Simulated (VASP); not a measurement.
Energy against volume of KTaO$_{3}$ (cubic perovskite). These are revTPSS meta-GGA, VASP's PBE PAW potentials (set 64) (plane waves; VASP) values and carry that method's errors. Numerical set-up: 520 eV cut-off, 6×6×6 Γ-centred mesh, Gaussian smearing of 0.050 eV, potentials K_sv Ta_pv O.

```json
[
 {"V (Å³/atom)": "12.529", "E (eV/atom)": "-1.70748"},
 {"V (Å³/atom)": "12.917", "E (eV/atom)": "-1.71551"},
 {"V (Å³/atom)": "13.304", "E (eV/atom)": "-1.70922"},
 {"V (Å³/atom)": "13.692", "E (eV/atom)": "-1.69077"}
]
```

**Question.** Fit these four points and predict the energy of the run at 12.142 Å³/atom.

**Answer.** A cubic in V^(−2/3), the third-order Birch-Murnaghan form, passes through the four points with V0 = 12.93 Å³/atom and B0 = 196 GPa, and gives -1.6826 eV/atom there. The run gave -1.6825 eV/atom, +0.0 meV/atom from the fit; all five points give B0 = 196 GPa.

The compound is KTaO3 in the cubic perovskite structure. It was relaxed first.
